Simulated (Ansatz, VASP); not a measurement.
# Cross-check of WSeS between VASP and Ansatz

Wanted: the spread between two codes on one cell, functional and k mesh. The structure shown is the end of the Ansatz relaxation below.

Program: Ansatz 0.2.0. Level of theory: plane waves, with VASP 6.6.1 beside it; single point at PBEsol. Results are calculated unless marked as measured.

## 1. Set-up

The cell holds 12 atoms: 4 W, 4 Se and 4 S. Cell: a = 6.407 Å, b = 6.415 Å, c = 18.142 Å, α = 90.0°, β = 90.0°, γ = 120.0°. Vacuum lies along c.

## 2. Ansatz: relaxation, PBEsol

Ansatz runs on its PAW soft_1 files.

This run makes the geometry at which the two programs are then compared.

Input file input.yaml:

```yaml
crystal:
  lattice:
    - [6.3064, 0.0, 0.0]
    - [-3.1532, 5.46150261, 0.0]
    - [0.0, 0.0, 18.142365]
  atoms:
    - { symbol: W, position: [0.33333333, 0.16666667, 0.5] }
    - { symbol: W, position: [0.33333333, 0.66666667, 0.5] }
    - { symbol: W, position: [0.83333333, 0.16666667, 0.5] }
    - { symbol: W, position: [0.83333333, 0.66666667, 0.5] }
    - { symbol: Se, position: [0.16666667, 0.33333333, 0.41339704] }
    - { symbol: Se, position: [0.16666667, 0.33333333, 0.58660296] }
    - { symbol: Se, position: [0.16666667, 0.83333333, 0.41339704] }
    - { symbol: Se, position: [0.16666667, 0.83333333, 0.58660296] }
    - { symbol: S, position: [0.66666667, 0.33333333, 0.41339704] }
    - { symbol: S, position: [0.66666667, 0.33333333, 0.58660296] }
    - { symbol: S, position: [0.66666667, 0.83333333, 0.41339704] }
    - { symbol: S, position: [0.66666667, 0.83333333, 0.58660296] }
kpoints:
  mp_grid: { grid: [5, 5, 2] }
scf:
  occupations: { method: fermi_dirac, width: 0.02 }
hamiltonian:
  xc: pbesol
  pseudopotentials: { kind: paw, azcp: { folder: soft_1 }, xc_functional: pbe }
basis:
  ecutwfc: 600
output:
  forces: true
  stress: true
  write_density: true
  write_potential: true
  elf: true
  volumetric_format: npy
relax:
  f_tol: 0.005
  max_steps: 70
  cell: { stress_tol: 0.02, p_target: 0, fix: [c, alpha, beta, gamma] }
```

On the command line:

```sh
$ ansatz run input.yaml --threads 4 --pin off --max-ram 10240MiB --backend cpu --events-out ev --progress --plain --runs-dir out
```

Numbers of over 12 decimals in the logs are rounded to 6 here.

Output:

```text
Warning: crystal.symmetry: narrowed to the stabiliser of the fixed cell quantities (relax.cell.fix) — unitary ops 8 → 4. The narrowing is safe, since a smaller group never makes results wrong: the run goes on under it, on as many k-points as the starting group would need, or more. Excluded: 4 operations that would move a fixed cell quantity at a test strain (relax.cell.fix fixes c, alpha, beta, gamma). The cell can leave their symmetry as it relaxes.
Engine: ansatz 0.2.0, aarch64-unknown-linux-gnu
Pseudopotentials: kind: paw
Pseudopotential: W, paw, valence charge 14, recommended cutoff 420 eV (normal), soft_1/W.paw.azcp
Pseudopotential: Se, paw, valence charge 16, recommended cutoff 420 eV (normal), soft_1/Se.paw.azcp
Pseudopotential: S, paw, valence charge 6, recommended cutoff 420 eV (normal), soft_1/S.paw.azcp
Functional definition: PBEsol
  exchange = pbesol_x
  correlation = pbesol_c
Crystal: 12 atoms, lattice volume = 624.867 Å³
Basis set: ecut = 600 eV, 20893 PW (Γ), exchange–correlation on 108×108×300 points (8 copies of the dense FFT grid, shifted against one another)
Bands: 87, of which v1, the nominal top of the filled ones, is band 72 counted from 1 (71 counted from 0)
Symmetry: 4 space group operations
k-points: 26 of 50 (time reversal used)
Non-local potential: W, projectors of the file, l = 0: 3, l = 1: 2, l = 2: 2, l = 3: 1
Non-local potential: Se, projectors of the file, l = 0: 2, l = 1: 2, l = 2: 3, l = 3: 1
Non-local potential: S, projectors of the file, l = 0: 2, l = 1: 2, l = 2: 1
PAW form: soft (Blöchl's): semilocal exchange-correlation on the pseudo side does not see the compensation charge
PAW frozen core: W, regenerated for the run's functional, and the local potential with it (the file was generated under x = pbe(κ = 0.804, μ = 0.219515), c = pbe(β = 0.066725))
PAW frozen core: Se, regenerated for the run's functional, and the local potential with it (the file was generated under x = pbe(κ = 0.804, μ = 0.219515), c = pbe(β = 0.066725))
PAW frozen core: S, regenerated for the run's functional, and the local potential with it (the file was generated under x = pbe(κ = 0.804, μ = 0.219515), c = pbe(β = 0.066725))
PAW one-centre angular grid: W, 590 points (default); XC on 64 Gauss nodes
PAW one-centre angular grid: Se, 590 points (default); XC on 64 Gauss nodes
PAW one-centre angular grid: S, 110 points (default); XC on 64 Gauss nodes
Initial density: superposition of atomic densities (neutral atoms: chi_scale 0, normalization atom)
Initial wavefunctions: pseudopotential atomic-orbital guess
Functional: x = pbesol(κ = 0.804, μ = 0.123457), c = pbesol(β = 0.046)
SCF iter   1: F=—  HF=-66276.297001 eV  |F-HF|=—  |Δ(HF+E_count)|=         —  Δρ=2.39e-2  dr2=5.51e0  ethr=3.10e-3  ⟨swp⟩=9.0  Hψ=11035  notcnv=0  defer=2
preconditioner: auto → Resta (q_TF=auto, 2.136 Å⁻¹)  ε∞=2.9  [insulator: Δε(μ)=1.963 eV  Ē_g=9.093 eV  σ=0.020 eV  W_gap=1.00  n_scr=108 (ndim 8)  ℏωp=12.6 eV  f_vac=0.628  D(μ)=0.00/eV (n_scr^D=0)  ε∞_Penn≈2.9  vacuum switching on, ρ_ref=6.0e-3 e/Å³]
SCF iter   2: F=—  HF=-66274.845138 eV  |F-HF|=—  |Δ(HF+E_count)|=    1.45e0  Δρ=1.20e-2  dr2=9.20e-1  ethr=3.10e-3  ⟨swp⟩=2.9  Hψ=3602  notcnv=0  defer=194
SCF iter   3: F=—  HF=-66274.733106 eV  |F-HF|=—  |Δ(HF+E_count)|=   1.12e-1  Δρ=7.25e-3  dr2=9.45e-1  ethr=6.39e-4  ⟨swp⟩=3.7  Hψ=3826  notcnv=0  defer=194
SCF iter   4: F=—  HF=-66274.603788 eV  |F-HF|=—  |Δ(HF+E_count)|=   1.29e-1  Δρ=2.31e-3  dr2=3.89e-2  ethr=6.39e-4  ⟨swp⟩=3.3  Hψ=3266  notcnv=0  defer=194
SCF iter   5: F=—  HF=-66274.601089 eV  |F-HF|=—  |Δ(HF+E_count)|=   2.70e-3  Δρ=9.23e-4  dr2=1.26e-2  ethr=2.70e-5  ⟨swp⟩=3.0  Hψ=3880  notcnv=0  defer=200
SCF iter   6: F=—  HF=-66274.600174 eV  |F-HF|=—  |Δ(HF+E_count)|=   9.15e-4  Δρ=2.80e-4  dr2=7.25e-4  ethr=8.77e-6  ⟨swp⟩=2.0  Hψ=2950  notcnv=0  defer=200
SCF iter   7: F=—  HF=-66274.600660 eV  |F-HF|=—  |Δ(HF+E_count)|=   4.86e-4  Δρ=1.26e-4  dr2=1.08e-4  ethr=5.03e-7  ⟨swp⟩=2.5  Hψ=3968  notcnv=0  defer=200
SCF iter   8: F=—  HF=-66274.600727 eV  |F-HF|=—  |Δ(HF+E_count)|=   6.66e-5  Δρ=3.25e-5  dr2=1.02e-5  ethr=7.52e-8  ⟨swp⟩=3.3  Hψ=4732  notcnv=0  defer=200
SCF iter   9: F=—  HF=-66274.600615 eV  |F-HF|=—  |Δ(HF+E_count)|=   1.12e-4  Δρ=1.14e-5  dr2=7.27e-7  ethr=7.10e-9  ⟨swp⟩=2.0  Hψ=3942  notcnv=0  defer=200
SCF iter  10: F=-66274.600616 eV  HF=-66274.600616 eV  |F-HF|=3.32e-8  |Δ(HF+E_count)|=   7.07e-7  Δρ=2.79e-6  dr2=8.57e-8  ethr=6.94e-11  ⟨swp⟩=10.0  Hψ=18916  notcnv=0
SCF 1 converged in 10 iterations: F = -66274.600616 eV  dr2 = 8.57e-8
  greatest PAW one-centre occupation: 1.000 electrons in one spin orbital (limit 2), on the Se atom at site 7 (counted from 0), in its partial waves of l = 2
[...]
WARN: The output density's exchange-correlation potential varies sharply where the density is thin. Do not read a vacuum level from v_tot or v_xc, or from such a field of the output density. On a cell that repeats whose density bears no net charge and no dipole along the vacuum's axis use v_es (v_loc + v_h of the components); under efield.dipole_correction with no amplitude use v_es + v_field, which holds any externa [...]
SCF converged after 7 iterations
Free energy (F): -66275.669029 eV
Harris-Foulkes:  -66275.669029 eV  (|F-HF|=2.27e-9)
Internal energy: -66275.669029 eV  (E = F + TS)
E sigma→0 (E₀):  -66275.669029 eV
Fermi energy:    1.435828 eV
--- Per-component energies (eV) ---
  E_band       = -3704.809790
  E_kinetic    = 2560.898282
  E_local      = -100563.448215  (includes V_loc(G=0)·N_el)
  E_nonlocal   = -1362.133562
  E_hartree    = 49366.392944
  E_xc         = -1757.329207
  E_vxc        = -1620.589136  (∫ρ·V_xc dr)
  E_paw        = -44518.862668  (= ΣΔE_a)
  E_vpaw       = -1452.323822  (= ΣTr[D̂ρ^β])
  E_aug_tail   = 0.000130  (compensation charges beyond the density's cutoff)
  E_ewald      = 29993.644231
  E_core_change = 5.169036  (= ΣΔE_core)
  E_smearing   = -0.000000  (= −TS)
  E_closure    = -0.000000  (closes the sum)
  Σ components = -66275.669029   (vs F -66275.669029, Δ=0.00e0)
--- Forces (eV/Å), atoms counted from 1 ---
  atom   1  W      0.00001260    -0.00005198     0.00000000
  atom   2  W      0.00001260    -0.00005198     0.00000000
  atom   3  W     -0.00016416    -0.00015938     0.00000000
  atom   4  W     -0.00016416    -0.00015938     0.00000000
  atom   5  Se     0.00001698     0.00002163    -0.00000338
  atom   6  Se     0.00001698     0.00002163     0.00000338
  atom   7  Se     0.00001698     0.00002163    -0.00000338
  atom   8  Se     0.00001698     0.00002163     0.00000338
  atom   9  S      0.00005886     0.00008409     0.00006994
  atom  10  S      0.00005886     0.00008409    -0.00006994
  atom  11  S      0.00005886     0.00008409     0.00006994
  atom  12  S      0.00005886     0.00008409    -0.00006994
  max |Σ_I F_I| component: 2.54e-7 eV/Å
--- Stress (GPa, compression-positive) ---
        0.011962      -0.021123       0.000000
       -0.021123      -0.011672       0.000000
        0.000000       0.000000      -0.000107
  P = ⅓ Tr σ = 0.0001 GPa (0.001 kbar)
--- Band table (eV; the first three rows and the last of 26) ---
  k-point 0: bands = [... 68 lower, -0.3347, -0.2860, -0.1879, 0.3571, 3.2963, 3.3728, 3.3962, 3.5248, ... 11 higher]
  k-point 1: bands = [... 68 lower, -0.3347, -0.2860, -0.1879, 0.3571, 3.2963, 3.3728, 3.3962, 3.5248, ... 11 higher]
  k-point 2: bands = [... 68 lower, -0.5017, -0.0519, -0.0201, 0.3222, 3.1468, 3.2172, 3.2767, 3.2921, ... 11 higher]
  k-point 25: bands = [... 68 lower, -0.2529, -0.2526, 0.1118, 0.2758, 2.6894, 2.7489, 2.8271, 2.9999, ... 11 higher]
--- Relaxed structure (7 steps of the walk, 7 accepted, 1 SCFs on fresh bases) ---
  F+E_penalty+E_count = -66275.66902934 eV   max|allowed force component| = 1.642e-4 eV/Å   (the final SCF, on the basis selected at the relaxed cell)
  cell:  # Å, volume = 645.7608 Å³
    - [6.407310, -0.00211095, 0.0]
    - [-3.205483, 5.556286, 0.0]
    - [0.0, 0.0, 18.142365]
  atoms:
    - { symbol: W, position: [0.338702, 0.169337, 0.5] }
    - { symbol: W, position: [0.338702, 0.669337, 0.5] }
    - { symbol: W, position: [0.828025, 0.163978, 0.5] }
    - { symbol: W, position: [0.828025, 0.663978, 0.5] }
    - { symbol: Se, position: [0.166087, 0.333066, 0.406854] }
    - { symbol: Se, position: [0.166087, 0.333066, 0.593146] }
    - { symbol: Se, position: [0.166087, 0.833066, 0.406854] }
    - { symbol: Se, position: [0.166087, 0.833066, 0.593146] }
    - { symbol: S, position: [0.667216, 0.333610, 0.414480] }
    - { symbol: S, position: [0.667216, 0.333610, 0.585520] }
    - { symbol: S, position: [0.667216, 0.833610, 0.414480] }
    - { symbol: S, position: [0.667216, 0.833610, 0.585520] }
```

Reading the cycles: dr2 is the Hartree energy of the density residual (eV), the measure of convergence; HF is the Harris–Foulkes estimate of the energy, which meets the free energy F at convergence.

[end of part 1 of 2]

[Lines on the potential files, build, host, timing and source positions are cut from VASP's logs without a mark.]

[Logs are printed without paths, hosts, clocks, repeated set-up lines and the standing remarks that a program may print on its own settings, such as how far it seeks lower states.]

[Hosts, paths, dates, database ids (printed as entryN), source tags and the programs' standing remarks are cut or masked in the printed files.]
